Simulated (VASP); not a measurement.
Input:

```xyz
6
Lattice="5.4281 0.0000 0.0000 -2.7141 4.7009 0.0000 0.0000 0.0000 6.7469" Properties=species:S:1:pos:R:3 pbc="T T T"
Tl     0.0000     3.1339     1.6867
Tl     2.7141     1.5670     5.0602
Gd     0.0000     3.1339     5.0602
Gd     2.7141     1.5670     1.6867
Gd     0.0000     0.0000     0.0000
Gd     0.0000     0.0000     3.3735
```

Method: r2SCAN meta-GGA, VASP's PBE PAW potentials (set 64) (plane waves; VASP). Settings: 400 eV cut-off, 7×7×5 Γ-centred mesh, tetrahedra with Blöchl corrections, potentials Tl_d Gd_3.

The 4f electrons are frozen in the core of the lanthanide potential, so 4f levels, which can set the real gap, and their magnetism are missing.

**Question.** Give the energies of bands 23 to 36 at the high-symmetry points, in eV from the Fermi level.

**Answer.** 
```json
[
 {"band": "23", "Γ": "-8.36", "M": "-7.12", "K": "-6.98", "A": "-7.50", "L": "-6.83", "H": "-6.77"},
 {"band": "24", "Γ": "-6.65", "M": "-7.00", "K": "-6.98", "A": "-7.50", "L": "-6.83", "H": "-6.77"},
 {"band": "25", "Γ": "-2.52", "M": "-3.63", "K": "-3.13", "A": "-1.87", "L": "-3.34", "H": "-2.88"},
 {"band": "26", "Γ": "-2.35", "M": "-1.62", "K": "-2.35", "A": "-1.87", "L": "-3.34", "H": "-2.88"},
 {"band": "27", "Γ": "-2.35", "M": "-1.21", "K": "-2.35", "A": "-1.87", "L": "-1.28", "H": "-2.08"},
 {"band": "28", "Γ": "-1.12", "M": "-1.18", "K": "-1.00", "A": "-1.87", "L": "-1.28", "H": "-2.08"},
 {"band": "29", "Γ": "-0.84", "M": "-1.05", "K": "-1.00", "A": "-1.71", "L": "-0.94", "H": "-1.17"},
 {"band": "30", "Γ": "-0.84", "M": "-1.03", "K": "-0.66", "A": "-1.71", "L": "-0.94", "H": "-1.17"},
 {"band": "31", "Γ": "-0.34", "M": "-0.67", "K": "-0.02", "A": "0.10", "L": "0.12", "H": "0.46"},
 {"band": "32", "Γ": "-0.34", "M": "0.00", "K": "0.45", "A": "0.10", "L": "0.12", "H": "0.46"},
 {"band": "33", "Γ": "0.00", "M": "0.66", "K": "0.49", "A": "0.10", "L": "0.32", "H": "0.53"},
 {"band": "34", "Γ": "0.00", "M": "0.68", "K": "0.49", "A": "0.10", "L": "0.32", "H": "0.53"},
 {"band": "35", "Γ": "2.26", "M": "1.24", "K": "1.67", "A": "0.93", "L": "1.30", "H": "1.10"},
 {"band": "36", "Γ": "2.42", "M": "1.32", "K": "1.67", "A": "0.93", "L": "1.30", "H": "1.10"}
]
```

It has no gap at this level: it comes out as a metal or semimetal.

The structure comes from a measured Gd2Tl entry (P6_3/mmc) of the Crystallography Open Database, whose conditions weren't checked. It was relaxed first.
